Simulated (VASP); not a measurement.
OSZICAR of a VASP run on HfB$_{2}$ (AlB2 type):

### OSZICAR
```
       N       E                     dE             d eps       ncg     rms          rms(c)
DAV:   1     0.350581588084E+02    0.35058E+02   -0.94605E+03  1920   0.147E+03
DAV:   2    -0.268054649281E+02   -0.61864E+02   -0.58052E+02  2304   0.265E+02
DAV:   3    -0.287831310767E+02   -0.19777E+01   -0.19319E+01  2520   0.356E+01
DAV:   4    -0.287995856914E+02   -0.16455E-01   -0.16442E-01  2320   0.351E+00
DAV:   5    -0.287997658454E+02   -0.18015E-03   -0.18013E-03  2500   0.290E-01    0.539E+01
DAV:   6    -0.265185618504E+02    0.22812E+01   -0.52167E+00  2272   0.152E+01    0.393E+01
DAV:   7    -0.264723031175E+02    0.46259E-01   -0.16800E+00  2412   0.909E+00    0.118E+01
DAV:   8    -0.264033003493E+02    0.69003E-01   -0.48143E-01  2264   0.493E+00    0.190E+00
DAV:   9    -0.263989045466E+02    0.43958E-02   -0.32097E-02  2260   0.143E+00    0.258E-01
DAV:  10    -0.263988760494E+02    0.28497E-04   -0.90018E-04  2340   0.255E-01    0.356E-01
DAV:  11    -0.263988768446E+02   -0.79520E-06   -0.11065E-04  2304   0.837E-02    0.187E-01
DAV:  12    -0.263988720990E+02    0.47456E-05   -0.12023E-05  2348   0.303E-02    0.185E-02
DAV:  13    -0.263988722835E+02   -0.18454E-06   -0.47900E-07  1328   0.709E-03
   1 F= -.24572783E+02 E0= -.24572799E+02  d E =-.245728E+02
       N       E                     dE             d eps       ncg     rms          rms(c)
DAV:   1    -0.263890347555E+02    0.98373E-02   -0.21862E+00  1928   0.147E+01    0.427E+00
DAV:   2    -0.263288841970E+02    0.60151E-01   -0.85619E-02  1928   0.298E+00    0.250E+00
DAV:   3    -0.263114269577E+02    0.17457E-01   -0.53368E-02  2240   0.208E+00    0.206E+00
DAV:   4    -0.263117603062E+02   -0.33335E-03   -0.80949E-04  2324   0.307E-01    0.229E+00
DAV:   5    -0.263107665826E+02    0.99372E-03   -0.11487E-03  2272   0.228E-01    0.690E-01
DAV:   6    -0.263106286977E+02    0.13788E-03   -0.45560E-04  2344   0.138E-01    0.118E-01
DAV:   7    -0.263106279770E+02    0.72068E-06   -0.19427E-05  2192   0.435E-02    0.577E-02
DAV:   8    -0.263106265044E+02    0.14726E-05   -0.74822E-06  2368   0.209E-02    0.423E-03
DAV:   9    -0.263106265262E+02   -0.21776E-07   -0.20820E-07  1152   0.479E-03
   2 F= -.24562604E+02 E0= -.24562597E+02  d E =0.101791E-01
       N       E                     dE             d eps       ncg     rms          rms(c)
DAV:   1    -0.264035053356E+02   -0.92879E-01   -0.78195E-01  1928   0.881E+00    0.258E+00
DAV:   2    -0.263817694973E+02    0.21736E-01   -0.32981E-02  1936   0.182E+00    0.153E+00
DAV:   3    -0.263755890349E+02    0.61805E-02   -0.18417E-02  2236   0.121E+00    0.124E+00
DAV:   4    -0.263755362586E+02    0.52776E-04   -0.23547E-04  2284   0.174E-01    0.114E+00
DAV:   5    -0.263753081737E+02    0.22808E-03   -0.12236E-03  2332   0.208E-01    0.347E-02
DAV:   6    -0.263752698674E+02    0.38306E-04   -0.13577E-04  2232   0.862E-02    0.991E-02
DAV:   7    -0.263752680748E+02    0.17926E-05   -0.44886E-06  2340   0.197E-02    0.866E-03
DAV:   8    -0.263752675985E+02    0.47629E-06   -0.54214E-07  1252   0.725E-03
   3 F= -.24580748E+02 E0= -.24580756E+02  d E =-.796441E-02
       N       E                     dE             d eps       ncg     rms          rms(c)
DAV:   1    -0.263746433391E+02    0.62474E-03   -0.14624E-04  2016   0.119E-01    0.335E-02
DAV:   2    -0.263746395109E+02    0.38282E-05   -0.60909E-06  2012   0.250E-02    0.193E-02
DAV:   3    -0.263746386204E+02    0.89048E-06   -0.34669E-06  2164   0.166E-02
   4 F= -.24580747E+02 E0= -.24580754E+02  d E =-.796307E-02
       N       E                     dE             d eps       ncg     rms          rms(c)
DAV:   1    -0.263746802069E+02   -0.40696E-04   -0.89280E-03  2056   0.829E-01    0.134E-01
DAV:   2    -0.263746115042E+02    0.68703E-04   -0.11685E-04  2344   0.977E-02    0.585E-02
DAV:   3    -0.263745815656E+02    0.29939E-04   -0.30526E-05  2352   0.451E-02    0.167E-02
DAV:   4    -0.263745800331E+02    0.15325E-05   -0.37604E-06  2428   0.163E-02    0.959E-03
DAV:   5    -0.263745800211E+02    0.11973E-07   -0.14433E-07  1088   0.322E-03
   5 F= -.24580834E+02 E0= -.24580831E+02  d E =-.870886E-04
```

Question: Which electronic solver shows in the log?

Answer: It is blocked Davidson (ALGO = Normal, or the opening steps of other solvers). The INCAR had ALGO = Normal.

Question: Can the final energy be trusted as converged?

Answer: The run converged. It stopped with EDIFF = 1E-6, NELM = 100, NSW = 40 and EDIFFG = -0.02 after 5 ionic steps (PBE GGA, plane waves, VASP's PBE PAW potentials (set 64)).

The compound is HfB2 in the AlB2 type structure. This run relaxes it under an external pressure of 10 GPa. Symmetry was kept, so distortions that lower it aren't found.
